AlN: plane-wave cutoff and the size of the relaxed cell

The same wurtzite AlN crystal was relaxed five times with PBE, with the cell and the atoms free to move. The wave cutoff is the highest kinetic energy among the plane waves that describe the electrons. Volume change and energy drop per atom are counted from one common starting cell.

VASP 6.6.1, PBE with the recommended PAW potentials, no spin polarisation: wurtzite AlN (4 atoms per cell), cell and atoms relaxed, 12 × 12 × 6 k mesh, Gaussian smearing of 0.02 eV. Volume change and energy drop are counted from the same starting cell, the energy at each row's own cutoff. Electronic stopping threshold 10⁻⁷ eV, but 0.05 eV in the 520 eV run.

```
wave cutoff  volume change (%)  relaxed length a (Å)  relaxed length c (Å)  energy drop per atom (meV)
     200 eV            -18.100                 2.927                 4.613                       464.6
     250 eV            -11.430                 2.997                 4.759                       149.3
     350 eV             -2.410                 3.088                 4.939                         5.2
     520 eV              1.730                 3.129                 5.017                         1.2
     700 eV              1.650                 3.128                 5.015                         2.1
```

1. How large is the effect, and where does it stop?

At 200 eV the crystal loses almost a fifth of its volume, and at 350 eV it is still a few percent too small. Between 520 and 700 eV the volume moves by less than a tenth of a percent. The energy drop goes from hundreds of meV per atom to one or two. Every row remains a wurtzite insulator, so no change of phase is involved.

2. Why should a poor basis make a crystal shrink?

The program chooses its plane waves for the starting cell and keeps that set while the cell changes. When the cell shrinks, each wave is squeezed with it and its wavelength shortens. The effective cutoff therefore rises as V to the power −2/3, where V is the volume; the 200 eV run ends at about 228 eV. Sharper waves describe the electrons better, which lowers the energy, so the crystal gains by shrinking for a reason that is purely numerical. This false inward pull is called Pulay stress, and it fades once the basis is nearly complete.

3. The runs ended at almost zero pressure. Does that not prove the volumes right?

It does not. All five runs ended within about 0.02 GPa of zero, including the one that had lost almost a fifth of its volume. The program computes the stress for the fixed set of waves, so the false pull is already part of it. Zero means that this pull is balanced by the crystal's real resistance to compression.

4. Is 350 eV good enough, since its cell stays close to the start?

The start is the wrong yardstick. The 350 eV cell lies 2.4 % below it in volume, but the converged cell lies above it, so the real error is about 4 %. Length a comes out 1.3 % short and length c 1.5 %. The band gap suffers too: it is 4.4 eV at 350 eV and 5.1 eV at 200 eV, against 4.1 eV at 700 eV, a widening that accompanies the false compression. At 200 eV the gap has even turned from direct to indirect. PBE usually puts gaps well below the measured ones, so the wider gap at low cutoff may look like an improvement, but it is an artefact.

5. Why does the energy drop fall so much faster than the volume change?

Elastic energy grows with the square of the strain. From 350 to 200 eV the volume change grows about 7.5-fold, and the square of that is 56, yet the energy drop grows 89-fold. Stiffening is a likely source of much of the remainder: a compressed crystal resists further compression more strongly.

A simple model makes this concrete. A constant false pressure p squeezes a crystal of stiffness B = 200 GPa, which rises with pressure at the rate B′ = 4; both are rough recalled values. With x the volume divided by that of the 700 eV row, the pressure that holds the crystal at x is

p = (B/B′)(x^(−B′) − 1)

For 250 eV, x goes from 1/1.0165 = 0.984 at the start to 0.8857/1.0165 = 0.871 at the end, and p is about 37 GPa. Per unit of reference volume:

work done by the false pressure: 36.75 GPa × 0.1124 ≈ 4.1 GPa
elastic energy stored: ≈ 2.1 GPa
energy released: ≈ 2.1 GPa × 10.6 Å³ per atom ≈ 0.14 eV per atom

The computed drop is 0.149 eV. No constant was adjusted to the table, but each row's own volume goes in, so the model tests only the link between volume and energy, not where the pull comes from. It comes within about a sixth of the computed drop in four rows and misses at 520 eV; with constant stiffness it would give less than half the drop at 200 eV. The true pull should weaken as the cell shrinks and the effective cutoff rises, so part of this agreement may be luck. Still, the large drops have the size expected from a false pressure of some tens of GPa; they are not real relaxation energy. The printed output after this page gives all rows.

6. Would a convergence test on the total energy have caught the error?

At 350 eV a loose test could have missed it. In the starting cell the energy there differs from the 700 eV value by 11 meV per atom, which is too much for a limit of 1 meV but gives no hint of a 4 % error in volume. A Pulay pressure estimated from the average slope of the energy between these two cutoffs is about 0.2 GPa, while a 4 % compression needs something near 10 GPa. The total energies therefore do not confirm the explanation in question 2 on their own; something in them seems to hide the basis error.

There is a second sign of this. With all else equal, leaving out plane waves can only raise the energy, yet the relaxed 200 and 250 eV cells end 556 and 141 meV per atom below the 700 eV cell. A likely reason is a correction that VASP adds for the kinetic energy each free atom lacks at the chosen cutoff. It stays constant while the cell changes, so it leaves the stress alone, but it can mask or overcompensate the error when cutoffs are compared. Its size is not available here, and errors of the grids or of the PAW terms may also contribute.

7. What would change with another element or another kind of run?

Nitrogen sets the demand: the three lowest cutoffs lie below the value recommended for its standard PAW dataset. The nitrogen 2p electrons have no inner p shell to keep them away from the nucleus, so they are compact and need short waves. Phosphorus in its place has broader 3p electrons and would usually be content with a lower cutoff. If only the atoms moved in a fixed cell, the false pull would have no volume to change, although forces and energies could still be poor.

8. Which digits can be kept?

For PBE at these settings, a = 3.13 Å, c = 5.02 Å and a volume about 1.7 % above the start are safe to quote. The 520 eV run used a much looser stopping rule for the electrons, so its small differences from 700 eV should not be interpreted. The energy drop is best taken from the tightly converged 700 eV run, as about 2 meV per atom. For a cell relaxation, the quantity to converge is the volume itself: raise the cutoff until the relaxed cell stops moving.

The analysis program printed:

```
Relaxed cell against the 700 eV row:
     row  volume difference %  length a difference %  length c difference %    c/a
  200 eV               -19.43                 -6.426                 -8.016  1.576
  250 eV               -12.87                 -4.188                 -5.105  1.588
  350 eV               -3.994                 -1.279                 -1.515  1.599
  520 eV               0.0787                0.03197                0.03988  1.603
  700 eV                    0                      0                      0  1.603
Fixed plane-wave set and gap:
     row  effective cutoff in final cell eV  gap on mesh eV
  200 eV                              228.5           5.115
  250 eV                              271.1           5.068
  350 eV                              355.7           4.384
  520 eV                              514.1           4.056
  700 eV                              692.4           4.063
Energy drop in meV per atom:
     row  computed  squeezed stiffening crystal  constant stiffness  first model over computed  rough false pressure GPa
  200 eV     464.6                        448.6               213.7                     0.9656                     68.65
  250 eV     149.3                        136.9               85.21                     0.9169                     36.75
  350 eV       5.2                        4.388               3.788                     0.8438                     8.854
  520 eV       1.2                        1.968               1.952                       1.64                   -0.1571
  700 eV       2.1                        1.795               1.776                     0.8549                         0
Energy against the 700 eV row in meV per atom:
     row  at the start cell  at the relaxed cell
  200 eV              -93.7               -556.3
  250 eV               6.11               -141.2
  350 eV              10.91                 7.84
  520 eV              1.263                2.173
  700 eV                  0                    0
Energy drop at 200 eV over that at 700 eV (ratio): 221.2
Volume change at 520 eV less that at 700 eV (percentage points): 0.08
Energy drop at 520 eV less that at 700 eV (meV per atom): -0.9
Pulay pressure guessed from total energies between 350 and 700 eV (GPa): 0.1609
```
